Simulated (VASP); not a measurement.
Method: PBE GGA with D3 dispersion (Becke-Johnson damping), VASP's PBE PAW potentials (set 64) (plane waves; VASP).

VASP input:

### KPOINTS
```
Regular mesh
0
G
  13 13 10
```

File POSCAR:
```
CuAu
1
    2.8156699384     0.0000000000     0.0000000000
    0.0000000000     2.8156699384     0.0000000000
    0.0000000000     0.0000000000     3.5099878156
Cu Au
1 1
Direct
  0.0000000000   1.0000000000   0.0000000000
  0.5000000000   0.5000000000   0.5000000000
```

### INCAR
```
ALGO = Normal
EDIFF = 1E-7
EDIFFG = -0.01
ENCUT = 520
GGA = PE
IBRION = 2
ISIF = 4
ISMEAR = 1
IVDW = 12
LASPH = T
LCHARG = F
LMAXMIX = 6
LREAL = F
LWAVE = F
NELM = 100
NSW = 30
PREC = Accurate
SIGMA = 0.1
SYSTEM = CuAu
```

POTCAR, in this order: Cu Au (PBE.64 set). Program: vasp_std.

### Question
What will the output report for the number of irreducible k-points (NKPTS), largest plane-wave count, number of space-group operations, FFT grid (NGX, NGY, NGZ)?

### Answer

```yaml
number of irreducible k-points (NKPTS): 168
largest_plane_wave_count: 769
number_of_space_group_operations: 16
FFT grid (NGX, NGY, NGZ): 24 × 24 × 28
```

The compound is CuAu in the L1_0 structure. This cell is one point of a volume scan, at 0.97 of the reference volume.
